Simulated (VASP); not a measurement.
Level of theory: r2SCAN meta-GGA with spin-orbit coupling, VASP's PBE PAW potentials (set 64) (plane waves; VASP 6.6.1).

Input for VASP

INCAR:
```
! general
SYSTEM     = SiW
PREC       = Accurate
ENCUT      = 400
LREAL      = F   ! projection in real space or not
LASPH      = T

! electronic loop
EDIFF      = 1E-6
NELM       = 100
ALGO       = Normal   ! blocked Davidson
LMAXMIX    = 6   ! l cut-off of mixed one-centre charges
LMIXTAU    = T

! smearing
ISMEAR     = 0   ! Gaussian
SIGMA      = 0.05

! functional
METAGGA    = R2SCAN
GGA_COMPAT = F

! spin
MAGMOM     = 6*0
LSORBIT    = T

! output
LWAVE      = F
LCHARG     = F
```

File POSCAR:
```
SiW
1.0
  0.0000000000   2.4996730223   2.4996730223
  2.4996730223   0.0000000000   2.4996730223
  2.4996730223   2.4996730223   0.0000000000
Si W
1 1
Direct
  0.0000000000   0.0000000000   0.0000000000
  0.5000000000   0.5000000000   0.5000000000
```

### KPOINTS_OPT
```
k-points along high-symmetry lines
8
Line-mode
Reciprocal
  0.000000   0.000000   0.000000 ! GAMMA
  0.500000   0.000000   0.500000 ! X

  0.500000   0.000000   0.500000 ! X
  0.625000   0.250000   0.625000 ! U

  0.375000   0.375000   0.750000 ! K
  0.000000   0.000000   0.000000 ! GAMMA

  0.000000   0.000000   0.000000 ! GAMMA
  0.500000   0.500000   0.500000 ! L

  0.500000   0.500000   0.500000 ! L
  0.500000   0.250000   0.750000 ! W

  0.500000   0.250000   0.750000 ! W
  0.500000   0.000000   0.500000 ! X
```

### KPOINTS
```
Automatic mesh
0
G
  11 11 11
0 0 0
```

POTCAR, in this order: Si W_sv (PBE.64 set). Program: vasp_ncl.

The run wrote:

**OUTCAR**
```
 ion  position               nearest neighbor table
   1  0.000  0.000  0.000-   2 2.50   2 2.50   2 2.50   2 2.50   2 2.50   2 2.50
   2  0.500  0.500  0.500-   1 2.50   1 2.50   1 2.50   1 2.50   1 2.50   1 2.50
  LATTYP: Found a face centered cubic cell.
 ALAT       =     4.9993460446
 Subroutine PRICEL returns:
 Original cell was already a primitive cell.
 Subroutine GETGRP returns: Found 48 space group operations
The static configuration has the point symmetry O_h .
The dynamic configuration has the point symmetry O_h .
The overall configuration has the point symmetry O_h .
 Subroutine INISYM returns: Found 48 space group operations
 Subroutine IBZKPT returns following result:
 Found     56 irreducible k-points:

 Following reciprocal coordinates:
            Coordinates               Weight
  0.000000  0.000000  0.000000      1.000000
  0.090909  0.000000  0.000000      8.000000
  0.181818  0.000000  0.000000      8.000000
  0.272727  0.000000  0.000000      8.000000
  0.363636  0.000000  0.000000      8.000000
  0.454545  0.000000  0.000000      8.000000
  0.090909  0.090909  0.000000      6.000000
  0.181818  0.090909  0.000000     24.000000
  0.272727  0.090909  0.000000     24.000000
  0.363636  0.090909  0.000000     24.000000
  0.454545  0.090909  0.000000     24.000000
 -0.454545  0.090909  0.000000     24.000000
 -0.363636  0.090909  0.000000     24.000000
 -0.272727  0.090909  0.000000     24.000000
 -0.181818  0.090909  0.000000     24.000000
 -0.090909  0.090909  0.000000     12.000000
  0.181818  0.181818  0.000000      6.000000
  0.272727  0.181818  0.000000     24.000000
  0.363636  0.181818  0.000000     24.000000
  0.454545  0.181818  0.000000     24.000000
 -0.454545  0.181818  0.000000     24.000000
 -0.363636  0.181818  0.000000     24.000000
 -0.272727  0.181818  0.000000     24.000000
...
```

**OSZICAR**
```
       N       E                     dE             d eps       ncg     rms          rms(c)
DAV:   1     0.114547302579E+03    0.11455E+03   -0.92806E+03  2992   0.124E+03
DAV:   2    -0.581604644165E+02   -0.17271E+03   -0.16822E+03  3306   0.395E+02
DAV:   3    -0.646257867631E+02   -0.64653E+01   -0.62751E+01  3532   0.760E+01
DAV:   4    -0.647277131894E+02   -0.10193E+00   -0.10115E+00  3264   0.945E+00
DAV:   5    -0.647290462744E+02   -0.13331E-02   -0.13327E-02  3370   0.120E+00    0.227E+01
DAV:   6    -0.594048020534E+02    0.53242E+01   -0.46558E+00  3120   0.250E+01    0.508E+00
DAV:   7    -0.595685084660E+02   -0.16371E+00   -0.21125E-01  3052   0.439E+00    0.336E+00
DAV:   8    -0.595649255891E+02    0.35829E-02   -0.11897E-01  2986   0.291E+00    0.155E+00
DAV:   9    -0.595821671887E+02   -0.17242E-01   -0.28216E-02  2966   0.163E+00    0.591E-01
DAV:  10    -0.595857064663E+02   -0.35393E-02   -0.27057E-03  3074   0.521E-01    0.279E-01
DAV:  11    -0.595856072182E+02    0.99248E-04   -0.98705E-04  2986   0.311E-01    0.563E-02
DAV:  12    -0.595858719611E+02   -0.26474E-03   -0.10053E-03  2942   0.308E-01    0.245E-02
DAV:  13    -0.595859724144E+02   -0.10045E-03   -0.13823E-04  2952   0.103E-01    0.687E-03
DAV:  14    -0.595859727142E+02   -0.29979E-06   -0.86853E-07  2530   0.881E-03
   1 F= -.59585973E+02 E0= -.59585229E+02  d E =-.148731E-02  mag=    -0.0000     0.0000     0.0000
       N       E                     dE             ncg
```

### OUTCAR
```
------------------------ aborting loop because EDIFF is reached ----------------------------------------
  FORCE on cell =-STRESS in cart. coord.  units (eV):
  Direction    XX          YY          ZZ          XY          YZ          ZX
  --------------------------------------------------------------------------------------
  Total        0.0350830      0.0350830      0.0350830      0.0000000     -0.0000000      0.0000000
  in kB        1.7993986      1.7993986      1.7993986      0.0000000     -0.0000000      0.0000000
  external PRESSURE =       1.7993986 kB  Pullay stress =       0.0000000 kB
  volume of cell :       31.24
      direct lattice vectors                 reciprocal lattice vectors
     0.000000000  2.499673022  2.499673022    -0.200026162  0.200026162  0.200026162
     2.499673022  0.000000000  2.499673022     0.200026162 -0.200026162  0.200026162
     2.499673022  2.499673022  0.000000000     0.200026162  0.200026162 -0.200026162
 POSITION                                       TOTAL-FORCE (eV/Angst)
 -----------------------------------------------------------------------------------
      0.00000      0.00000      0.00000        -0.000000      0.000000     -0.000000
      2.49967      2.49967      2.49967         0.000000     -0.000000      0.000000
 -----------------------------------------------------------------------------------
    total drift:                               -0.000000     -0.000000     -0.000000
  FREE ENERGIE OF THE ION-ELECTRON SYSTEM (eV)
  ---------------------------------------------------
  free  energy   TOTEN  =       -59.5859727142 eV

  energy  without entropy=      -59.5844854069  energy(sigma->0) =      -59.58522906

 Ion:    1  E_soc:     -0.0012705

 Ion:    2  E_soc:     -1.5126721
```
(Selected blocks of OUTCAR.)

File OUTCAR:
```
 val. band max:       10.2769595019   @ k =  -0.2727   0.3636   0.0909

 cond. band min:      10.2937054627   @ k =  -0.3636   0.0909   0.0000


 Fermi energy:        10.2840082214

 k-point     1 :       0.0000    0.0000    0.0000
  band No.  band energies     occupation
      1     -66.0848      1.00000
      2     -66.0848      1.00000
      3     -35.5715      1.00000
      4     -35.5715      1.00000
      5     -26.8443      1.00000
      6     -26.8443      1.00000
      7     -26.8443      1.00000
      8     -26.8443      1.00000
      9      -2.5555      1.00000
     10      -2.5555      1.00000
     11       7.8568      1.00000
     12       7.8568      1.00000
     13       7.8568      1.00000
     14       7.8568      1.00000
     15       8.3104      1.00000
     16       8.3104      1.00000
     17       8.6867      1.00000
     18       8.6867      1.00000
     19       8.6868      1.00000
     20       8.6868      1.00000
     21      12.6191      0.00000
     22      12.6191      0.00000
     23      12.9739      0.00000
     24      12.9739      0.00000
     25      12.9739      0.00000
     26      12.9739      0.00000

 k-point     2 :       0.0909    0.0000    0.0000
  band No.  band energies     occupation
      1     -66.0843      1.00000
      2     -66.0843      1.00000
      3     -35.5744      1.00000
      4     -35.5744      1.00000
      5     -26.8573      1.00000
      6     -26.8573      1.00000
      7     -26.8467      1.00000
      8     -26.8467      1.00000
      9      -2.3665      1.00000
     10      -2.3665      1.00000
     11       7.6762      1.00000
     12       7.6762      1.00000
     13       7.7511      1.00000
     14       7.7511      1.00000
     15       8.2442      1.00000
     16       8.2442      1.00000
     17       8.4163      1.00000
     18       8.4163      1.00000
     19       8.6151      1.00000
     20       8.6151      1.00000
     21      12.6007      0.00000
     22      12.6007      0.00000
...
```

The structure was generated: SiW was put into the rocksalt type (Fm-3m), which need not be its known phase. It was relaxed first, which changed the volume by -23 %.
